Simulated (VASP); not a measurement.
Data:

```xyz
8
Lattice="-0.0024 5.9973 5.9750 5.9973 -0.0024 5.9750 2.9974 2.9974 0.0000" Properties=species:S:1:pos:R:3 pbc="T T T"
Cd     5.9949     5.9949    11.7511
Cd     6.0942     8.8930     9.0530
Cd     8.8930     6.0942     9.0530
Cd     5.9949     5.9949     5.9883
Te     1.4987     1.4987     1.5203
S      4.4769     1.5180     4.4777
S      1.5180     4.4769     4.4777
S      4.4962     4.4962     7.4541
```

These are PBEsol GGA, VASP's PBE PAW potentials (set 64) (plane waves; VASP) values and carry that method's errors. Settings: 400 eV cut-off, 4×4×7 Γ-centred mesh, tetrahedra with Blöchl corrections, potentials Cd Te S.

Unless said otherwise, spin-orbit coupling is left out, though it shifts the bands of the heavy elements here.

Question: Tabulate the total density of states (states/eV per cell) against energy (eV; zero at the valence-band maximum or, without a gap, the Fermi level).

Answer: 
```
E (eV) | DOS (states/eV)
    -9.94 |  0.00
    -9.40 |  0.00
    -8.86 |  0.00
    -8.21 | ############################## 67.3
    -7.68 | ###### 12.4
    -7.14 |  0.00
    -6.49 |  0.00
    -5.95 |  0.00
    -5.41 |  0.00
    -4.88 | # 2.35
    -4.34 | ### 5.95
    -3.69 | # 2.20
    -3.15 | ## 3.72
    -2.62 | ### 7.04
    -1.97 | ### 7.60
    -1.43 | ## 5.33
    -0.89 | ## 4.55
    -0.36 | # 1.34
     0.18 |  0.00
     0.83 |  0.09
     1.37 |  0.38
     1.90 |  1.07
     2.55 | # 3.12
     3.09 | ## 4.19
     3.63 | ### 5.78
```
Within 2 eV below the valence-band maximum the largest weight inside VASP's projection spheres is S p, then Te p.

The structure was generated: Cd4S3Te was put into an ordered model structure (Amm2), which need not be its known phase. It was relaxed first.
